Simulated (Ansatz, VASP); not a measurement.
**Two plane-wave programs on NaHg3**

```
CELL_PARAMETERS angstrom
4.64063 0.00000 0.00000
0.00000 4.64063 0.00000
0.00000 0.00000 4.64063
ATOMIC_POSITIONS crystal
Na 0.00000 0.00000 0.00000
Hg 0.00000 0.50000 0.50000
Hg 0.50000 0.00000 0.50000
Hg 0.50000 0.50000 0.00000
```

The cell comes from a database or a generator and needn't be the stable form of this composition.

Alike in both runs: task single point; functional LDA; k mesh 5 × 5 × 5; no spin polarisation.

|  | VASP | Ansatz |
| --- | --- | --- |
| version | VASP 6.6.1 | Ansatz 0.2.0 |
| potentials or method | VASP PAW LDA potentials, release 64 (Na_pv, Hg) | plane waves, PAW |
| plane-wave cutoff (eV) | 520 | 420 |
| occupations | fermi-dirac, width 0.1 eV | fermi-dirac |
| valence electrons in the cell | 43 | 69 |

|  | VASP | Ansatz | Ansatz less VASP |
| --- | --- | --- | --- |
| gap on the k mesh at the Fermi level (eV) | none | none | - |
| pressure (GPa) | -3.6 | -3.7 | -0.06 |

A gap of «none» marks a metal or a gap that the smearing closes. The two sets of potentials don't hold the same shells in valence.

Spin-orbit coupling is left out, which matters for the levels of Hg.
